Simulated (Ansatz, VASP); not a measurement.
# Cross-check of SbP (h-BN type (invented)) between VASP and Ansatz

Wanted: the spread between two codes on one cell, functional and k mesh. The cell is generated by rule, not measured, and may not be a known phase. The cell is taken from a series of runs on this material, whose earlier steps may have relaxed, scaled, displaced or heated it; both programs get it as it stands.

Calculated with Ansatz 0.2.0; plane waves, with VASP 6.6.1 beside it; relaxation of cell and atoms at PBE with D4.

## (1) Set-up

Symmetry: P6_3/mmc, No. 194, hexagonal system. The conventional cell has a = 4.670 Å, b = 4.670 Å, c = 5.635 Å, α = 90.00°, β = 90.00°, γ = 120.00°. Sb has 5 P at 2.70 to 2.82 Å nearest. Nearest to P lie 5 Sb at 2.70 to 2.82 Å. Farther neighbours are not listed.

## (2) Ansatz: relaxation of cell and atoms, PBE with D4

Ansatz runs on its default PAW (the set named soft_2) files.

The relaxed volume is the usual yardstick between codes: in a stiff, nearly cubic crystal its relative difference is about their pressure difference at one cell divided by the bulk modulus.

File input.yaml:

```yaml
crystal:
  lattice:
    - [4.6696579354, 3.29e-07, 0.0]
    - [-2.3348292526, 4.0440422345, 0.0]
    - [0.0, 0.0, 5.6350242306]
  atoms:
    - { symbol: Sb, position: [0.3333333333, 0.6666666667, 0.25] }
    - { symbol: Sb, position: [0.6666666667, 0.3333333333, 0.75] }
    - { symbol: P, position: [0.6666666667, 0.3333333333, 0.25] }
    - { symbol: P, position: [0.3333333333, 0.6666666667, 0.75] }
kpoints:
  mp_grid: { grid: [12, 12, 8] }
hamiltonian:
  xc: pbe
  dispersion: d4
scf:
  occupations: { method: gaussian, width: 0.1 }
output:
  forces: true
  stress: true
  eigenvalues: true
  write_density: true
  write_potential: true
  elf: true
  volumetric_format: npy
relax:
  adjacent_minimum: "off"
  f_tol: 0.005
  max_steps: 80
  cell: { stress_tol: 0.05 }
```

The run is started by

```
> ansatz run input.yaml --threads 2 --pin off --max-ram 5120MiB --backend cpu --events-out ev --progress --plain --runs-dir out
```

Numbers of over 12 decimals in the logs are rounded to 6 here.

What it wrote:

```text
Engine: ansatz 0.2.0, aarch64-unknown-linux-gnu
Pseudopotentials: kind: paw
Pseudopotential: Sb, paw, valence charge 15, recommended cutoff 420 eV (normal), Sb.paw.azcp
Pseudopotential: P, paw, valence charge 5, recommended cutoff 420 eV (normal), P.paw.azcp
Functional definition: PBE
  parameter kappa = 0.804
  parameter beta = 0.066725
  exchange = pbe_x(kappa = kappa, mu = beta*pi^2/3)
  correlation = pbe_c(beta = beta)
Crystal: 4 atoms, lattice volume = 106.413 Å³
Basis set: ecut = 420 eV, 2089 PW (Γ), exchange–correlation on 64×64×80 points (8 copies of the dense FFT grid, shifted against one another)
Bands: 24, of which v1, the nominal top of the filled ones, is band 20 counted from 1 (19 counted from 0)
Symmetry: 24 space group operations
Space group: P63/mmc (ITA 194), of the structure as read, at distance tolerance 4.7e-5 Å
k-points: 95 of 1152
Non-local potential: Sb, projectors of the file, l = 0: 2, l = 1: 2, l = 2: 2, l = 3: 2
Non-local potential: P, projectors of the file, l = 0: 2, l = 1: 2, l = 2: 2
PAW form: soft (Blöchl's): semilocal exchange-correlation on the pseudo side does not see the compensation charge
PAW one-centre angular grid: Sb, 590 points (default); XC on 64 Gauss nodes
PAW one-centre angular grid: P, 110 points (default); XC on 64 Gauss nodes
Initial density: superposition of atomic densities (neutral atoms: chi_scale 0, normalization atom), corrected by the library's trained network
Initial wavefunctions: pseudopotential atomic-orbital guess
Functional: x = pbe(κ = 0.804, μ = 0.219515), c = pbe(β = 0.066725)
SCF iter   1: F=—  HF=-14480.764718 eV  |F-HF|=—  |Δ(HF+E_count)|=         —  Δρ=1.67e-3  dr2=5.03e-3  ethr=1.77e-3  ⟨swp⟩=6.9  Hψ=11363  notcnv=0
preconditioner: auto → LDOS  [metal: Δε(μ)=0.008 eV  Ē_g=7.722 eV  σ=0.100 eV  W_gap=0.05  n_scr=22 (ndim 8)  ℏωp=16.1 eV  f_vac=0.054  D(μ)=1.92/eV (n_scr^D=8)  β→1.0]
SCF iter   2: F=—  HF=-14480.764437 eV  |F-HF|=—  |Δ(HF+E_count)|=   2.81e-4  Δρ=9.80e-4  dr2=7.25e-4  ethr=1.26e-5  ⟨swp⟩=2.5  Hψ=5123  notcnv=0
SCF iter   3: F=—  HF=-14480.764453 eV  |F-HF|=—  |Δ(HF+E_count)|=   1.61e-5  Δρ=5.10e-4  dr2=2.59e-4  ethr=1.81e-6  ⟨swp⟩=2.0  Hψ=4196  notcnv=0
SCF iter   4: F=—  HF=-14480.764319 eV  |F-HF|=—  |Δ(HF+E_count)|=   1.34e-4  Δρ=7.92e-5  dr2=8.13e-6  ethr=6.49e-7  ⟨swp⟩=2.0  Hψ=4198  notcnv=0
SCF iter   5: F=—  HF=-14480.764316 eV  |F-HF|=—  |Δ(HF+E_count)|=   3.48e-6  Δρ=2.16e-5  dr2=3.98e-7  ethr=2.03e-8  ⟨swp⟩=3.1  Hψ=4978  notcnv=0
SCF iter   6: F=-14480.764316 eV  HF=-14480.764316 eV  |F-HF|=1.46e-11  |Δ(HF+E_count)|=   5.96e-7  Δρ=5.01e-6  dr2=1.72e-8  ethr=2.50e-10  ⟨swp⟩=12.6  Hψ=19526  notcnv=0
SCF 1 converged in 6 iterations: F = -14480.764316 eV  dr2 = 1.72e-8
  greatest PAW one-centre occupation: 0.996 electrons in one spin orbital (limit 2), on the Sb atom at site 1 (counted from 0), in its partial waves of l = 2
relax step   1: F+E_penalty+E_count = -14480.76431620 eV  Δ(F+E_penalty+E_count) = +0.000e0 eV  max|allowed force component| = 6.106e-16 eV/Å  Δτ_max = 0.0000 Å  P = -0.027 GPa  Ω = 106.413 Å³  (6 SCF iters, dr2 threshold 1.00e-7 eV, accepted)
[...]
relax step   2: F+E_penalty+E_count = -14480.76442159 eV  Δ(F+E_penalty+E_count) = -1.054e-4 eV  max|allowed force component| = 1.055e-15 eV/Å  Δτ_max = 0.0000 Å  P = +0.040 GPa  Ω = 106.260 Å³  energy of the carried Pulay correction = +2.811e-5 eV  (3 SCF iters, dr2 threshold 2.93e-7 eV, accepted)
[...]
relax step   3: F+E_penalty+E_count = -14480.76462157 eV  Δ(F+E_penalty+E_count) = -2.000e-4 eV  max|allowed force component| = 5.181e-16 eV/Å  Δτ_max = 0.0000 Å  P = +0.001 GPa  Ω = 106.347 Å³  energy of the carried Pulay correction = +1.233e-5 eV  (3 SCF iters, dr2 threshold 2.32e-7 eV, accepted)
[...]
relax step   4: F+E_penalty+E_count = -14480.76460361 eV  Δ(F+E_penalty+E_count) = +1.796e-5 eV  max|allowed force component| = 7.031e-16 eV/Å  Δτ_max = 0.0000 Å  P = +0.001 GPa  Ω = 106.347 Å³  stress off target by 7.05e-4 GPa  SCF on the basis re-selected at this cell (its energy is not comparable with the rows above)  (4 SCF iters)
basis re-selected at this cell: Δ(F+E_penalty+E_count) = +1.796e-5 eV, ΔP = +0.000 GPa vs the last step (what re-selecting the basis moved, of the pressure what is left beyond the Pulay correction that the steps carried, after the strain that the cell walked since its last selection, with what the two solves' SCF thresholds leave and, on support functions, any second-order correction that the steps lacked; it is no m [...]
SCF converged after 4 iterations
Free energy (F): -14480.764604 eV
Harris-Foulkes:  -14480.764604 eV  (|F-HF|=7.28e-12)
Internal energy: -14480.754937 eV  (E = F + TS)
E sigma→0 (E₀):  -14480.759770 eV
Entropy (-TS):   -0.009666 eV (-2.417 meV/atom)
Fermi energy:    8.230508 eV
--- Per-component energies (eV) ---
  E_band       = -380.271274
  E_kinetic    = 551.962532
  E_local      = -3773.099188  (includes V_loc(G=0)·N_el)
  E_nonlocal   = 792.098083
  E_hartree    = 1681.545951
  E_xc         = -398.781228
  E_vxc        = -312.520297  (∫ρ·V_xc dr)
  E_paw        = -10288.269252  (= ΣΔE_a)
  E_vpaw       = -1001.804095  (= ΣTr[D̂ρ^β])
  E_aug_tail   = 0.000003  (compensation charges beyond the density's cutoff)
  E_ewald      = -3044.592161
  E_disp       = -1.619677  (pairwise vdW)
  E_smearing   = -0.009666  (= −TS)
  E_closure    = 0.000000  (closes the sum)
  Σ components = -14480.764604   (vs F -14480.764604, Δ=0.00e0)
--- Forces (eV/Å), atoms counted from 1 ---
  atom   1  Sb     0.00000000     0.00000000    -0.00000000
  atom   2  Sb    -0.00000000     0.00000000     0.00000000
  atom   3  P     -0.00000000    -0.00000000     0.00000000
  atom   4  P      0.00000000     0.00000000    -0.00000000
  max |Σ_I F_I| component: 1.48e-16 eV/Å
--- Stress (GPa, compression-positive) ---
        0.000705       0.000000       0.000000
        0.000000       0.000705      -0.000000
        0.000000      -0.000000       0.000638
  P = ⅓ Tr σ = 0.0007 GPa (0.007 kbar)
--- Band table (eV; the first three rows and the last of 95) ---
  k-point 0: bands = [... 16 lower, 3.9643, 5.9369, 5.9369, 6.0132, 8.0171, 8.0171, 10.5177, 10.5177]
  k-point 1: bands = [... 16 lower, 3.8243, 5.8181, 5.8181, 6.5769, 8.0631, 8.0631, 10.3368, 10.3368]
  k-point 2: bands = [... 16 lower, 4.0027, 5.5032, 5.5032, 7.6766, 8.2186, 8.2186, 9.7564, 9.9012]
  k-point 94: bands = [... 16 lower, 6.9736, 6.9736, 8.0554, 8.0554, 9.0323, 9.0323, 9.1932, 9.1932]
--- Relaxed structure (3 steps of the walk, 3 accepted, 1 SCFs on fresh bases) ---
  F+E_penalty+E_count = -14480.76460361 eV   max|allowed force component| = 7.031e-16 eV/Å   (the final SCF, on the basis selected at the relaxed cell)
  cell:  # Å, volume = 106.3468 Å³
    - [4.672967, 3.2922021500807447e-7, 0]
    - [-2.336484, 4.046908, 0]
    - [0, 0, 5.623524]
  atoms:
    - { symbol: Sb, position: [0.333333, 0.666667, 0.25] }
    - { symbol: Sb, position: [0.666667, 0.333333, 0.750000] }
    - { symbol: P, position: [0.666667, 0.333333, 0.25] }
    - { symbol: P, position: [0.333333, 0.666667, 0.750000] }
```

Reading the cycles: dr2 is the Hartree energy of the density residual (eV), the measure of convergence; HF is the Harris–Foulkes estimate of the energy, which meets the free energy F at convergence.

## (3) VASP: relaxation of cell and atoms, PBE with D4

The same cell, functional, mesh and smearing now go to VASP, with its own data sets.

Lines of VASP's logs that name or quote its potential files are left out, and so is its time.

File INCAR:

```
SYSTEM = SbP
PREC = Accurate
ENCUT = 500
EDIFF = 1E-07
NELM = 120
ISMEAR = 0
SIGMA = 0.1
LREAL = .FALSE.
ALGO = Normal
GGA = PE
IVDW = 13
NBANDS = 16
LORBIT = 11
LWAVE = .FALSE.
LCHARG = .FALSE.
ISIF = 3
IBRION = 2
NSW = 80
EDIFFG = -0.005
LASPH = .TRUE.
GGA_COMPAT = .FALSE.
NELMIN = 4
KPAR = 2
```

File POSCAR:

```
SbP
1.0
    4.6696580000      0.0000000000      0.0000000000
   -2.3348290000      4.0440420000      0.0000000000
    0.0000000000      0.0000000000      5.6350240000
Sb P
2 2
Direct
    0.3333333333      0.6666666667      0.2500000000
    0.6666666667      0.3333333333      0.7500000000
    0.6666666667      0.3333333333      0.2500000000
    0.3333333333      0.6666666667      0.7500000000
```

File KPOINTS:

```
Automatic mesh
0
Gamma
12 12 8
0 0 0
```

The projector-augmented-wave data sets are Sb and P (PBE family, release 64).

The run is started by

```
> mpirun -np 2 vasp_std
```

What it wrote:

```text
[banner, memory and clock lines left out]
running    2 mpi-ranks, on    1 nodes
 distrk:  each k-point on    1 cores,    2 groups
 distr:  one band on    1 cores,    1 groups

 POSCAR found type information on POSCAR SbP
 POSCAR found :  2 types and       4 ions
 LDA part: xc-table for (Slater+PW92), standard interpolation
 POSCAR, INCAR and KPOINTS ok, starting setup
 FFT: planning ... GRIDC
 FFT: planning ... GRID_SOFT
 FFT: planning ... GRID
 WAVECAR not read
 entering main loop
       N       E                     dE             d eps       ncg     rms          rms(c)
DAV:   1     0.869729108867E+02    0.86973E+02   -0.72941E+03  3040   0.985E+02
DAV:   2    -0.119054626369E+02   -0.98878E+02   -0.95653E+02  4056   0.163E+02
DAV:   3    -0.181891441787E+02   -0.62837E+01   -0.61986E+01  4064   0.457E+01
DAV:   4    -0.182685959067E+02   -0.79452E-01   -0.79350E-01  3696   0.606E+00
DAV:   5    -0.182702941397E+02   -0.16982E-02   -0.16980E-02  4232   0.884E-01    0.629E+00
DAV:   6    -0.178375293978E+02    0.43276E+00   -0.11305E+00  3456   0.473E+00    0.382E+00
DAV:   7    -0.178354833846E+02    0.20460E-02   -0.16199E-01  4168   0.204E+00    0.178E+00
DAV:   8    -0.178311353081E+02    0.43481E-02   -0.12968E-02  3520   0.622E-01    0.389E-01
DAV:   9    -0.178312166646E+02   -0.81357E-04   -0.20750E-03  3936   0.275E-01    0.934E-02
DAV:  10    -0.178313733319E+02   -0.15667E-03   -0.22389E-04  3840   0.789E-02    0.522E-02
DAV:  11    -0.178315340298E+02   -0.16070E-03   -0.27940E-04  3552   0.822E-02    0.139E-02
DAV:  12    -0.178315330227E+02    0.10072E-05   -0.14763E-05  4144   0.223E-02    0.858E-03
DAV:  13    -0.178315371915E+02   -0.41689E-05   -0.10601E-05  3568   0.155E-02    0.462E-03
DAV:  14    -0.178315372547E+02   -0.63107E-07   -0.28726E-07  3560   0.324E-03
   1 F= -.19449821E+02 E0= -.19445076E+02  d E =-.194498E+02
 curvature:   0.00 expect dE= 0.000E+00 dE for cont linesearch  0.000E+00
 trial: gam= 0.00000 g(F)=  0.610E-44 g(S)=  0.107E-02 ort = 0.000E+00 (trialstep = 0.100E+01)
 search vector abs. value=  0.107E-02
 bond charge predicted
       N       E                     dE             d eps       ncg     rms          rms(c)
DAV:   1    -0.178308974573E+02    0.63973E-03   -0.45148E-02  3624   0.109E+00    0.128E-01
DAV:   2    -0.178304563682E+02    0.44109E-03   -0.19405E-03  3832   0.256E-01    0.723E-02
DAV:   3    -0.178301354914E+02    0.32088E-03   -0.65433E-04  3600   0.135E-01    0.110E-02
DAV:   4    -0.178301401206E+02   -0.46292E-05   -0.42994E-05  3832   0.379E-02    0.844E-03
DAV:   5    -0.178301409156E+02   -0.79500E-06   -0.11566E-06  4008   0.658E-03    0.173E-03
DAV:   6    -0.178301408773E+02    0.38298E-07   -0.13597E-07  2544   0.208E-03
   2 F= -.19450167E+02 E0= -.19445277E+02  d E =-.345612E-03
 trial-energy change:   -0.000346  1 .order   -0.000338   -0.001072    0.000396
 step:   0.7362(harm=  0.7302)  dis= 0.00000  next Energy=   -19.450219 (dE=-0.398E-03)
 bond charge predicted
       N       E                     dE             d eps       ncg     rms          rms(c)
DAV:   1    -0.178307075525E+02   -0.56664E-03   -0.31400E-03  3592   0.288E-01    0.337E-02
DAV:   2    -0.178306766806E+02    0.30872E-04   -0.13590E-04  3808   0.676E-02    0.191E-02
DAV:   3    -0.178306535617E+02    0.23119E-04   -0.45649E-05  3600   0.356E-02    0.287E-03
DAV:   4    -0.178306537865E+02   -0.22483E-06   -0.29794E-06  3808   0.999E-03    0.222E-03
DAV:   5    -0.178306537291E+02    0.57415E-07   -0.65949E-08  2360   0.170E-03
   3 F= -.19450219E+02 E0= -.19445373E+02  d E =-.397856E-03
 curvature:  -0.36 expect dE=-0.373E-06 dE for cont linesearch -0.641E-08
 trial: gam= 0.00500 g(F)=  0.129E-44 g(S)=  0.102E-05 ort =-0.434E-05 (trialstep = 0.947E+00)
 search vector abs. value=  0.101E-05
 reached required accuracy - stopping structural energy minimisation
```

From OUTCAR (step 3):

```text
ion  position               nearest neighbor table
   1  0.333  0.667  0.250-   3 2.70   3 2.70   3 2.70   4 2.82   4 2.82
   2  0.667  0.333  0.750-   4 2.70   4 2.70   4 2.70   3 2.82   3 2.82
   3  0.667  0.333  0.250-   1 2.70   1 2.70   1 2.70   2 2.82   2 2.82
   4  0.333  0.667  0.750-   2 2.70   2 2.70   2 2.70   1 2.82   1 2.82

  LATTYP: Found a hexagonal cell.
 ALAT       =     4.6696580000
 C/A-ratio  =     1.2067316279

 Subroutine GETGRP returns: Found 24 space group operations
 (whereof 12 operations were pure point group operations)

The static configuration has the point symmetry D_3d.
 The point group associated with its full space group is D_6h.

 Found     95 irreducible k-points:

   k-points           NKPTS =     95   k-points in BZ     NKDIM =     95   number of bands    NBANDS=     16

   dimension x,y,z NGX =    36 NGY =   36 NGZ =   42
   dimension x,y,z NGXF=    72 NGYF=   72 NGZF=   84

   ENCUT  =  500.0 eV  36.75 Ry    6.06 a.u.   8.51  8.51 10.27*2*pi/ulx,y,z

   NELECT =      20.0000    total number of electrons

 k-points in reciprocal lattice and weights: Automatic mesh
   0.00000000  0.00000000  0.00000000       0.001
   0.08333333  0.00000000  0.00000000       0.005
   0.16666667 -0.00000000  0.00000000       0.005
   0.25000000 -0.00000000  0.00000000       0.005
   0.33333333 -0.00000000  0.00000000       0.005
   0.41666667  0.00000000  0.00000000       0.005
   0.50000000 -0.00000000  0.00000000       0.003
   0.08333333  0.08333333  0.00000000       0.005
   0.16666667  0.08333333  0.00000000       0.010
[...]
0.33333333  0.25000000  0.50000000       0.010
   0.33333333  0.33333333  0.50000000       0.002

 average (electrostatic) potential at core
       1 -87.1814       2 -87.1814       3 -82.8594       4 -82.8594

 E-fermi :   6.2614

 k-point     1 :       0.0000    0.0000    0.0000
  band No.  band energies     occupation
    ...
      8       3.9688      2.00000
      9       3.9688      2.00000
     10       4.0396      2.00000
     11       6.0461      1.99767
     12       6.0461      1.99767
     13       8.5506      0.00000
     14       8.5506      0.00000
     15      10.3824      0.00000
     16      10.4091      0.00000

 k-point     2 :       0.0833    0.0000    0.0000
  band No.  band energies     occupation
    ...
      8       3.9092      2.00000
      9       3.9326      2.00000
     10       4.3327      2.00000
     11       6.0128      1.99956
     12       6.2235      1.40755
     13       8.5611      0.00000
     14       8.7155      0.00000
     15      10.2998      0.00000
     16      10.7032      0.00000

 k-point     3 :       0.1667   -0.0000    0.0000
  band No.  band energies     occupation
    ...
      7       2.4935      2.00000
      8       3.6383      2.00000
      9       3.7554      2.00000
     10       4.9738      2.00000
     11       6.0428      1.99801
     12       6.7172      0.00000
     13       8.6571      0.00000
     14       9.1713      0.00000
     15      10.2030      0.00000
     16      10.5345      0.00000

  DFT-D4 for vdW energy calculation

  Edisp (eV):   -1.61957

  Total      -0.00629    -0.00629    -0.00236     0.00000     0.00000     0.00000
  in kB      -0.09482    -0.09482    -0.03556     0.00000     0.00000     0.00000
  external pressure =       -0.08 kB  Pullay stress =        0.00 kB

  energy-cutoff  :      500.00
  volume of cell :      106.30
      direct lattice vectors                 reciprocal lattice vectors
     4.672987470  0.000000000  0.000000000     0.213995866  0.123550585  0.000000000
    -2.336493735  4.046925405  0.000000000    -0.000000000  0.247101169  0.000000000
     0.000000000  0.000000000  5.621229370     0.000000000 -0.000000000  0.177897028

 POSITION                                       TOTAL-FORCE (eV/Angst)
 -----------------------------------------------------------------------------------
     -0.00000      2.69795      1.40531         0.000000     -0.000000      0.000000
      2.33649      1.34898      4.21592         0.000000      0.000000      0.000000
      2.33649      1.34898      1.40531        -0.000000      0.000000      0.000000
     -0.00000      2.69795      4.21592         0.000000      0.000000     -0.000000
 -----------------------------------------------------------------------------------
    total drift:                               -0.000000      0.000000     -0.000000

  FREE ENERGIE OF THE ION-ELECTRON SYSTEM (eV)
  ---------------------------------------------------
  free  energy   TOTEN  =       -19.4502190214 eV

  energy  without entropy=      -19.4405267671  energy(sigma->0) =      -19.44537289

 reached required accuracy - stopping structural energy minimisation

 total charge
# of ion       s       p       d       tot
------------------------------------------
    1        1.248   1.051   0.055   2.354
    2        1.248   1.051   0.055   2.354
    3        1.107   1.334   0.000   2.442
    4        1.107   1.334   0.000   2.442
--------------------------------------------------
tot          4.710   4.771   0.111   9.592

[... 3 further parts left out ...]
```

CONTCAR:

```
SbP
   1.00000000000000
     4.6729874703838057    0.0000000000000000    0.0000000000000000
    -2.3364937351919028    4.0469254049603087    0.0000000000000000
     0.0000000000000000    0.0000000000000000    5.6212293703461746
  Sb              P
     2     2
Direct
     0.3333333332999970    0.6666666667000030    0.2500000000000000
     0.6666666667000030    0.3333333332999970    0.7500000000000000
     0.6666666667000030    0.3333333332999970    0.2500000000000000
     0.3333333332999970    0.6666666667000030    0.7500000000000000
```

The run keeps the 24 symmetry operations of its start, so it cannot find a distortion of lower symmetry.

## (4) Side by side

Known differences besides the potentials themselves: the data sets hold 40 valence electrons in Ansatz (on its default PAW (the set named soft_2) files) and 20 in VASP; the cutoff is 420 eV in Ansatz and 500 eV in VASP; Ansatz adds a Pulay correction to the stress that steers its cell, VASP none. Total energies have different zeros and are not compared.

Compared:

| quantity | Ansatz | VASP | difference |
| --- | --- | --- | --- |
| volume (Å³) | 106.35 | 106.30 | +0.04 % |
| edge a after relaxation, in the typed setting (Å) | 4.673 | 4.673 | +0.00 % |
| edge c after relaxation, in the typed setting (Å) | 5.623 | 5.621 | +0.04 % |

## (5) Summary of results

* difference in edge c after relaxation, in the typed setting (relaxation of cell and atoms, PBE with D4): 0.041 %

In words: The difference in edge c after relaxation, in the typed setting is 0.041 % (relaxation of cell and atoms, PBE with D4), within the 1.2 % picked in this series as the mark of a large difference, as far as the stopping tolerances let one tell. The data sets hold unlike numbers of valence electrons (40 in Ansatz and 20 in VASP), so part of the differences comes from the potentials. 1 further run of this series is not shown here. How closely two codes agree says nothing of how well the functional describes the real material.

[Lines on the potential files, build, host, timing and source positions are cut from VASP's logs without a mark.]

[Logs are printed without paths, hosts, clocks, repeated set-up lines and the standing remarks that a program may print on its own settings, such as how far it seeks lower states.]

[Hosts, paths, dates, database ids (printed as entryN), source tags and the programs' standing remarks are cut or masked in the printed files.]
